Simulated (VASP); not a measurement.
Data:

```
Cr
1.0
    2.84450     0.00000     0.00000
    0.00000     2.84450     0.00000
    0.00000     0.00000     2.84450
Cr
2
Cartesian
  0.00000   0.00000   0.00000
  1.42225   1.42225   1.42225
```
Starting moments (μB, in the order of the record's atoms Cr Cr): 1.1 -1.1.

All values below come from TPSS meta-GGA, VASP's PBE PAW potentials (set 64) (plane waves; VASP 6.6.1). Settings: 520 eV cut-off, 14×14×14 Γ-centred mesh, tetrahedra with Blöchl corrections, potentials Cr_pv.

Question: What does the run give for the cell moment, energy per atom (σ→0), band gap (over mesh and band path) with the smallest direct gap where there is one?

Answer: 
```yaml
band gap (over mesh and band path): none (metal, semimetal or under 0.01 eV)
cell_moment: 0.00 μB
energy per atom (σ→0): -16.995 eV/atom
```

Question: Give the moment on each site (PAW-sphere projection).

Answer: 
```json
[
 {"site": "Cr1", "moment (μB)": "1.13"},
 {"site": "Cr2", "moment (μB)": "-1.13"}
]
```

The absolute energy has meaning only against runs of the same code, potentials and settings.

The compound is Cr in the bcc, AFM order structure. It was relaxed first.
